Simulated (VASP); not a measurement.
## Ge: relaxation of the atoms with PBE

**What was measured.**

“Electronic and optical properties of SixGe1-x-ySny alloys lattice-matched to Ge”, 2021, arxiv:2109.02782 reports, for a bulk crystal of Ge at 293 K: band gap 0.666 eV (indirect).

The system is Ge.

```
CELL_PARAMETERS angstrom
0.00000 2.88050 2.88050
2.88050 0.00000 2.88050
2.88050 2.88050 0.00000
ATOMIC_POSITIONS crystal
Ge 0.00000 0.00000 0.00000
Ge 0.25000 0.25000 0.25000
```

```json
{
  "Program": "VASP 6.6.1",
  "Task": "relaxation of the atoms",
  "Functional": "PBE",
  "Potentials or basis": "VASP PAW PBE potentials, release 64 (Ge_d)",
  "Cutoff": "600 eV",
  "k mesh": "10 × 10 × 10",
  "Occupations": "gaussian, width 0.03 eV",
  "Spin": "no spin polarisation",
  "Further INCAR settings": "ALGO = Normal; EDIFF = 1e-07; IBRION = 2; EDIFFG = -0.01; NSW = 40"
}
```

```yaml
Pressure_after_relaxing: -0.1 GPa
Band_gap_on_the_k_mesh: none (metal or under the smearing width)
```

Final structure:
```cif
data_structure
_symmetry_space_group_name_H-M 'P 1'
_symmetry_Int_Tables_number 1
_cell_length_a 4.0736
_cell_length_b 4.0736
_cell_length_c 4.0736
_cell_angle_alpha 60.000
_cell_angle_beta 60.000
_cell_angle_gamma 60.000
_cell_volume 47.80
loop_
_atom_site_label
_atom_site_type_symbol
_atom_site_fract_x
_atom_site_fract_y
_atom_site_fract_z
_atom_site_occupancy
Ge1 Ge 0.00000 0.00000 0.00000 1
Ge2 Ge 0.25000 0.25000 0.25000 1
```

Levels at points of the mesh, in eV from the Fermi level:
```
           k point  band 10  band 11  band 12  band 13  band 14  band 15  band 16  band 17  band 18
(0.00, 0.00, 0.00)   -24.52   -12.37    -0.45     0.00     0.00     0.00     2.53     2.53     2.53
(0.50, 0.00, 0.00)   -24.50   -10.41    -7.36    -1.32    -1.32     0.02     3.72     3.72     7.10
(0.50, 0.50, 0.00)   -24.48    -8.69    -8.69    -2.89    -2.89     0.82     0.82     9.07     9.07
```

Run time: 28 s on 1 thread of Intel(R) Xeon(R) 6975P-C (Granite Rapids), on a shared host, peak memory 0.22 GiB.

Against the measured gap of Ge, 0.666 eV (indirect; 293 K; “Electronic and optical properties of SixGe1-x-ySny alloys lattice-matched to Ge”, 2021, arxiv:2109.02782), the calculated 0.00 eV is off by -0.67 eV. 3 values of this kind are on record (0.666 to 0.807 eV); this one was drawn at random among those near their median. Spin-orbit coupling on Ge is left out. The value is that of PBE on a finite k mesh, which can miss the band edges, without temperature or zero-point motion. Semilocal functionals fall short of measured gaps as a rule.

Caveat: the relaxation stopped at its first step, so nothing moved; this crystal is a semiconductor, whose small gap the functional closes, so the metal is an error of the method.
